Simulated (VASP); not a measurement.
```yaml
crystal:
  lattice:
    - [-1.61475, 1.61475, 1.61475]
    - [1.61475, -1.61475, 1.61475]
    - [1.61475, 1.61475, -1.61475]
  atoms:
    - { symbol: W, position: [0.00000, 0.00000, 0.00000] }
```

The numbers are results of r2SCAN+rVV10, VASP's PBE PAW potentials (set 64) (plane waves; VASP), not measurements. Numerical set-up: 520 eV cut-off, 16×16×16 Γ-centred mesh, first-order Methfessel-Paxton smearing of 0.10 eV, potentials W_sv.

### Question
Give the stress tensor in GPa (positive for a compressed cell).

### Answer

```
-16.55    0.00    0.00
  0.00  -16.55    0.00
  0.00    0.00  -16.55
```
The pressure is its mean diagonal, -16.55 GPa.

The compound is W in the bcc structure. This cell is one point of a volume scan, at 1.06 of the reference volume.
